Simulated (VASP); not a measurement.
# Be18Cl in VASP: further runs

Runs on Be18Cl. Level: LDA. Tasks: single point.

Program: VASP 6.6.1. These are calculated values, not measurements. Logs are shortened: lines on timing, memory, paths and dates and some standing lists are left out, and cuts for length are marked.

### Step 1. The slab as given

The cell holds a slab with vacuum, 19 atoms: a = 4.580 Å, b = 6.870 Å, c = 15.588 Å, α = 90.00°, β = 90.00°, γ = 60.00°.

The cell was built by a generator and needn't be a form met in nature.

### Step 2. Single point, LDA

The input, INCAR:

```
PREC     = Accurate       # precision mode
ENCUT    = 520            # plane-wave cutoff, eV
EDIFF    = 1E-7           # SCF threshold, eV
ISMEAR   = 0              # smearing method
SIGMA    = 0.1            # smearing width, eV
LREAL    = Auto         
LASPH    = T              # aspherical terms in the spheres
NELM     = 60             # most SCF steps
ALGO     = Fast           # electronic algorithm
ISIF     = 2              # what is computed and relaxed
LWAVE    = F              # write WAVECAR
LCHARG   = T              # write CHGCAR
GGA      = CA             # functional
LELF     = T              # ELF
LVHAR    = T            
NBANDS   = 36             # bands
```

The input, KPOINTS:

```
Automatic mesh
0
Gamma
  4 3 1
```

The input, POSCAR:

```
Be18Cl
1.0
    4.5800000000      0.0000000000      0.0000000000
    3.4350000000      5.9495950000      0.0000000000
    0.0000000000      0.0000000000     15.5884300000
Be Cl
18 1
Direct
    0.0000000000      0.0000000000      0.0641500780
    0.5000000000      0.0000000000      0.0641500780
    0.0000000420      0.3333332773      0.0641500780
    0.5000000420      0.3333332773      0.0641500780
   -0.0000000420      0.6666667227      0.0641500780
    0.4999999580      0.6666667227      0.0641500780
   -0.1732543738      0.2177650748      0.1795647798
    0.3379634831      0.2216638275      0.1794866449
   -0.1694057101      0.5621485160      0.1755064493
    0.3323025377      0.5489037489      0.1790756349
   -0.1651625888      0.8892936410      0.1805783520
    0.3285428128      0.9001111840      0.1780288329
    0.0086017693     -0.0097872208      0.2896094090
    0.5085728035     -0.0181375371      0.2973212825
   -0.0205490315      0.3438770202      0.2849627576
    0.5017633816      0.3433297561      0.2981832038
   -0.0003096758      0.6630979083      0.2882807313
    0.4968879060      0.6661695460      0.2912646110
    0.5114095175      0.1596012838      0.4036945350
```

Potentials or basis: VASP PAW LDA potentials, release 64 (Be, Cl).

Run with:

```sh
$ cat potpaw_LDA.64/Be/POTCAR potpaw_LDA.64/Cl/POTCAR > POTCAR
$ mpirun -np 1 vasp_std > vasp.out
```

OUTCAR:

```text
PREC = Accurate
   ENCUT = 520
   EDIFF = 1E-7
   ISMEAR = 0
   LREAL = Auto
   LASPH = T
   NELM = 60
   ISIF = 2
   GGA = CA

 ion  position               nearest neighbor table
   1  0.000  0.000  0.064-  12 2.20   7 2.22  11 2.24   5 2.29   3 2.29   6 2.29   4 2.29   2 2.29
                             2 2.29
   2  0.500  0.000  0.064-  12 2.19   8 2.23  11 2.25   6 2.29   4 2.29   3 2.29   5 2.29   1 2.29
                             1 2.29
   3  0.000  0.333  0.064-   9 2.21   8 2.24   7 2.26   1 2.29   2 2.29   4 2.29   4 2.29   6 2.29
                             5 2.29
   4  0.500  0.333  0.064-  10 2.20   7 2.22   8 2.22   2 2.29   1 2.29   3 2.29   3 2.29   5 2.29
                             6 2.29
   5  1.000  0.667  0.064-   9 2.17  10 2.22  11 2.25   1 2.29   2 2.29   6 2.29   6 2.29   4 2.29
                             3 2.29
   6  0.500  0.667  0.064-   9 2.18  10 2.25  12 2.25   2 2.29   1 2.29   5 2.29   5 2.29   3 2.29
                             4 2.29
   7  0.827  0.218  0.180-  15 2.13  13 2.19   1 2.22   4 2.22   8 2.23  11 2.24  12 2.24  16 2.26
                             3 2.26  10 2.27   8 2.35   9 2.38
   8  0.338  0.222  0.179-  15 2.17   4 2.22   7 2.23   2 2.23  12 2.23  10 2.24   3 2.24  11 2.28
                            16 2.30  14 2.33   9 2.33   7 2.35
   9  0.831  0.562  0.176-  15 2.15   5 2.17  17 2.17   6 2.18   3 2.21  18 2.24  10 2.25  11 2.26
                            12 2.31  10 2.33   8 2.33   7 2.38
  10  0.332  0.549  0.179-  17 2.15   4 2.20  18 2.21  16 2.22   5 2.22   8 2.24   6 2.25   9 2.25
                             7 2.27  11 2.31   9 2.33
  11  0.835  0.889  0.181-  13 2.13  17 2.15  14 2.24   7 2.24   1 2.24   5 2.25   2 2.25   9 2.26
                             8 2.28  12 2.28  12 2.30  10 2.31
  12  0.329  0.900  0.178-  13 2.16   2 2.19   1 2.20  14 2.22   8 2.23   7 2.24  18 2.25   6 2.25
                            11 2.28  11 2.30   9 2.31
  13  0.009  0.990  0.290-  11 2.13  12 2.16   7 2.19  18 2.23  14 2.26  17 2.27  14 2.32  15 2.37
                            16 2.38
  14  0.509  0.982  0.297-  19 2.06  18 2.20  12 2.22  17 2.22  11 2.24  13 2.26  13 2.32   8 2.33

  15  0.979  0.344  0.285-   7 2.13   9 2.15   8 2.17  16 2.20  18 2.21  17 2.24  13 2.37
  16  0.502  0.343  0.298-  19 2.06  15 2.20  18 2.21  10 2.22  17 2.26   7 2.26   8 2.30  13 2.38

  17  1.000  0.663  0.288-  11 2.15  10 2.15   9 2.17  14 2.22  15 2.24  16 2.26  13 2.27  18 2.29
                            18 2.29
  18  0.497  0.666  0.291-  14 2.20  16 2.21  10 2.21  15 2.21  13 2.23   9 2.24  12 2.25  17 2.29
                            17 2.29
  19  0.511  0.160  0.404-  16 2.06  14 2.06

  LATTYP: Found a simple monoclinic cell.
 ALAT       =     4.5800000000
 B/A-ratio  =     3.4035873362
 C/A-ratio  =     1.3228757576
 COS(beta)  =    -0.1889822219

  Lattice vectors:

 A1 = (   4.5800000000,   0.0000000000,   0.0000000000)
 A2 = (   0.0000000000,   0.0000000000, -15.5884300000)
 A3 = (  -1.1450000000,   5.9495950000,   0.0000000000)

Analysis of symmetry for initial positions (statically):
=====================================================================
 Subroutine PRICEL returns:
 Original cell was already a primitive cell.

 Routine SETGRP: Setting up the symmetry group for a
 simple monoclinic supercell.

 Subroutine GETGRP returns: Found  1 space group operations
 (whereof  1 operations were pure point group operations)
 out of a pool of  4 trial point group operations.

The static configuration has the point symmetry C_1 .

Analysis of symmetry for dynamics (positions and initial velocities):
=====================================================================
 Subroutine PRICEL returns:
 Original cell was already a primitive cell.

 Routine SETGRP: Setting up the symmetry group for a
 simple monoclinic supercell.

 Subroutine GETGRP returns: Found  1 space group operations
 (whereof  1 operations were pure point group operations)
 out of a pool of  4 trial point group operations.

The dynamic configuration has the point symmetry C_1 .

 Subroutine INISYM returns: Found  1 space group operations
 (whereof  1 operations are pure point group operations),
 and found     1 'primitive' translations

----------------------------------------------------------------------------------------

                                     Primitive cell

  volume of cell :     424.7714

  direct lattice vectors                    reciprocal lattice vectors
     4.580000000  0.000000000  0.000000000     0.218340611 -0.126059001  0.000000000
     3.435000000  5.949595000  0.000000000     0.000000000  0.168078668  0.000000000
     0.000000000  0.000000000 15.588430000     0.000000000  0.000000000  0.064150142

  length of vectors
     4.580000000  6.870000412 15.588430000     0.252118016  0.168078668  0.064150142

  position of ions in fractional coordinates (direct lattice)
     0.000000000  0.000000000  0.064150078
     0.500000000  0.000000000  0.064150078
     0.000000042  0.333333277  0.064150078
     0.500000042  0.333333277  0.064150078
     0.999999958  0.666666723  0.064150078
     0.499999958  0.666666723  0.064150078
[... 11 lines left out ...]
     0.496887906  0.666169546  0.291264611
     0.511409517  0.159601284  0.403694535

  ion indices of the primitive-cell ions
   primitive index   ion index
                 1           1
                 2           2
                 3           3
                 4           4
                 5           5
                 6           6
[... 11 lines left out ...]
                18          18
                19          19

----------------------------------------------------------------------------------------

 KPOINTS: Automatic mesh

Automatic generation of k-mesh.
 Grid dimensions read from file:
 generate k-points for:    4    3    1

 Generating k-lattice:

  Cartesian coordinates                     Fractional coordinates (reciprocal lattice)
     0.054585153 -0.031514750  0.000000000     0.250000000  0.000000000  0.000000000
     0.000000000  0.056026223  0.000000000     0.000000000  0.333333333  0.000000000
     0.000000000  0.000000000  0.064150142     0.000000000  0.000000000  1.000000000

  Length of vectors
     0.063029504  0.056026223  0.064150142

  Shift w.r.t. Gamma in fractional coordinates (k-lattice)
     0.000000000  0.000000000  0.000000000

 Subroutine IBZKPT returns following result:
 ===========================================

 Found      7 irreducible k-points:

 Following reciprocal coordinates:
            Coordinates               Weight
  0.000000  0.000000  0.000000      1.000000
  0.250000  0.000000  0.000000      2.000000
  0.500000  0.000000  0.000000      1.000000
  0.000000  0.333333  0.000000      2.000000
  0.250000  0.333333  0.000000      2.000000
  0.500000  0.333333  0.000000      2.000000
 -0.250000  0.333333  0.000000      2.000000
   k-points           NKPTS =      7   k-points in BZ     NKDIM =      7   number of bands    NBANDS=     36
   number of dos      NEDOS =    301   number of ions     NIONS =     19
   total plane-waves  NPLWV = 233280
   dimension x,y,z NGX =    36 NGY =   54 NGZ =  120
   dimension x,y,z NGXF=    72 NGYF=  108 NGZF=  240
   ions per type =              18   1
   NGX,Y,Z   is equivalent  to a cutoff of  13.07, 13.07, 12.80 a.u.
   NGXF,Y,Z  is equivalent  to a cutoff of  26.13, 26.13, 25.60 a.u.
 SYSTEM =  unknown system
   PREC   = accura    normal or accurate (medium, high low for compatibility)
   ISTART =      0    job   : 0-new  1-cont  2-samecut
   ICHARG =      2    charge: 1-file 2-atom 10-const
   ISPIN  =      1    spin polarized calculation?
   LNONCOLLINEAR =      F non collinear calculations
   LSORBIT =      F    spin-orbit coupling
   LASPH  =      T    aspherical Exc in radial PAW
   ENCUT  =  520.0 eV  38.22 Ry    6.18 a.u.   8.52 12.77 28.98*2*pi/ulx,y,z
   NELM   =     60;   NELMIN=  2; NELMDL= -5     # of ELM steps
   EDIFF  = 0.1E-06   stopping-criterion for ELM
   LREAL  =      T    real-space projection
   EDIFFG = 0.1E-05   stopping-criterion for IOM
   NSW    =      0    number of steps for IOM
   IBRION =     -1    ionic relax: 0-MD 1-quasi-New 2-CG
   NFREE  =      0    steps in history (QN), initial steepest desc. (CG)
   ISIF   =      2    stress and relaxation
   ISYM   =      2    0-nonsym 1-usesym 2-fastsym
   POTIM  = 0.5000    time-step for ionic-motion
   TEBEG  =    0.0;   TEEND  =   0.0 temperature during run
   PSTRESS=    0.0 pullay stress
   NELECT =      43.0000    total number of electrons
   NUPDOWN=      -1.0000    fix difference up-down
   EMIN   =  10.00;   EMAX   =-10.00  energy-range for DOS
   EFERMI =   0.00;   METHOD = LEGACY
   ISMEAR =     0;   SIGMA  =   0.10  broadening in eV -4-tet -1-fermi 0-gaus
   EFERMI_NEDOS =   21; number of points for ismear=-14 and -15
   IALGO  =     68    algorithm
   IMIX   =      4    mixing-type and parameters
     AMIX     =   0.40;   BMIX     =  1.00
     AMIX_MAG =   1.60;   BMIX_MAG =  1.00
  volume/ion in A,a.u.               =      22.36       150.87
  Fermi-wavevector in a.u.,A,eV,Ry     =   0.762979  1.441821  7.920453  0.582137
  Thomas-Fermi vector in A             =   1.862560
   LORBIT       =      0    0 simple, 1 ext, 2 COOP (PROOUT), +10 PAW based schemes
   GGA     = CA    functional components
   LHFCALC =     F    Hartree Fock is set to
   AEXX    =    0.0000 exact exchange contribution
   IVDW    =     0    specifies the selected vdW correction
   LEPSILON=     F    determine dielectric tensor
   LRPA    =     F    only Hartree local field effects (RPA)
 non-spin polarized calculation
 RMM-DIIS sequential band-by-band and
 Gauss-broadening in eV      SIGMA  =   0.10
  energy-cutoff  :      520.00
  volume of cell :      424.77
 maximum number of plane-waves:     11487
 NGX is ok and might be reduce to    36
   NGX = 17   NGY = 25   NGZ = 57

 number of electron      43.0000000 magnetization

 Free energy of the ion-electron system (eV)
  ---------------------------------------------------
  ext. energy  EPLUGINS =         0.00000000
  ---------------------------------------------------
  free energy    TOTEN  =       -72.60817089 eV

  energy without entropy =      -72.58864525  energy(sigma->0) =      -72.59840807

 E-fermi :  -0.8925     XC(G=0):  -5.3043

 val. band max:       -0.9278669763   @ k =   0.5000   0.3333   0.0000
 cond. band min:      -0.7823720523   @ k =   0.2500   0.0000   0.0000
 fundamental gap:      0.1454949240
 Fermi energy:        -0.8925205823

 k-point     1 :       0.0000    0.0000    0.0000
  band No.  band energies     occupation
      1     -17.4199      2.00000
      2     -10.4634      2.00000
      3      -8.3179      2.00000
      4      -7.5138      2.00000
      5      -7.4674      2.00000
      6      -6.5243      2.00000
[... 25 lines left out ...]
     32       3.6013      0.00000
     33       3.7889      0.00000

 k-point     2 :       0.2500    0.0000    0.0000
  band No.  band energies     occupation
      1     -17.4045      2.00000
      2     -10.0377      2.00000
      3      -8.1828      2.00000
      4      -7.9167      2.00000
      5      -7.1586      2.00000
      6      -6.7715      2.00000
[... 172 lines left out ...]
 k-point     7 :      -0.2500    0.3333    0.0000
  band No.  band energies     occupation
      1     -17.4037      2.00000
      2      -9.4500      2.00000
      3      -9.3221      2.00000
      4      -7.6047      2.00000
      5      -7.4124      2.00000
      6      -7.2273      2.00000
[... 25 lines left out ...]
     32       3.9183      0.00000
     33       3.9687      0.00000
 [bands above 33 left out]

------------------------ aborting loop because EDIFF is reached ----------------------------------------

  FORCE on cell =-STRESS in cart. coord.  units (eV):
  Direction    XX          YY          ZZ          XY          YZ          ZX
  --------------------------------------------------------------------------------------
  -------------------------------------------------------------------------------------
  Total      -12.3951833    -14.6224480      0.2041568      1.2389676      0.0274894     -0.0073886
  in kB      -46.7528701    -55.1537961      0.7700505      4.6732099      0.1036861     -0.0278688
  external PRESSURE =     -33.7122052 kB  Pullay stress =       0.0000000 kB

 VOLUME and BASIS-vectors are now :
 -----------------------------------------------------------------------------
  energy-cutoff  :      520.00
  volume of cell :      424.77
      direct lattice vectors                 reciprocal lattice vectors
     4.580000000  0.000000000  0.000000000     0.218340611 -0.126059001  0.000000000
     3.435000000  5.949595000  0.000000000     0.000000000  0.168078668  0.000000000
     0.000000000  0.000000000 15.588430000     0.000000000  0.000000000  0.064150142

 POSITION                                       TOTAL-FORCE (eV/Angst)
 -----------------------------------------------------------------------------------
      0.00000      0.00000      1.00000        -0.001265      0.015381      0.040517
      2.29000      0.00000      1.00000         0.077318     -0.128936      0.081369
      1.14500      1.98320      1.00000        -0.050903     -0.070004      0.113381
      3.43500      1.98320      1.00000         0.003945      0.107000      0.097214
      6.87000      3.96640      1.00000         0.064072     -0.009047     -0.062914
      4.58000      3.96640      1.00000        -0.093018      0.079274     -0.330017
[... 11 lines left out ...]
      4.56404      3.96344      4.54036        -0.001677      0.001855      0.005967
      2.89049      0.94956      6.29296        -0.001676      0.004910      0.000900
 -----------------------------------------------------------------------------------
    total drift:                               -0.000280      0.000446      0.002780

  FREE ENERGIE OF THE ION-ELECTRON SYSTEM (eV)
  ---------------------------------------------------
  free  energy   TOTEN  =       -72.6081708947 eV

  energy  without entropy=      -72.5886452452  energy(sigma->0) =      -72.59840807
```

Run time: 97 s. Hardware: 1 thread of Intel Xeon 6975P-C (Granite Rapids), shared host; peak memory 0.38 GiB.

What came out:

```yaml
Free_energy: -72.6082 eV
Largest_force: 0.352 eV/Å
Band_gap_on_the_k_mesh: none (metal or under the smearing width)
```

Forces on the atoms (eV/Å):
```
Be  -0.001  0.015  0.041
Be   0.077 -0.129  0.081
Be  -0.051 -0.070  0.113
Be   0.004  0.107  0.097
Be   0.064 -0.009 -0.063
Be  -0.093  0.079 -0.330
Be  -0.006  0.003  0.000
Be   0.001  0.003  0.003
Be  -0.002  0.001 -0.006
Be   0.007 -0.003 -0.011
Be   0.002 -0.002  0.005
Be   0.001  0.000  0.006
Be   0.004  0.001 -0.001
Be   0.003  0.010  0.010
Be   0.004  0.000  0.012
Be  -0.007 -0.008  0.023
Be  -0.001 -0.004  0.012
Be  -0.002  0.002  0.006
Cl  -0.002  0.005  0.001
```

Caveat: the k mesh is coarse (spacing up to 0.40 Å⁻¹), so the values aren't converged; an odd number of electrons without spin polarisation forces a metal; a magnetic or distorted state may lie lower.

(Part 1 of 2 ends here.)
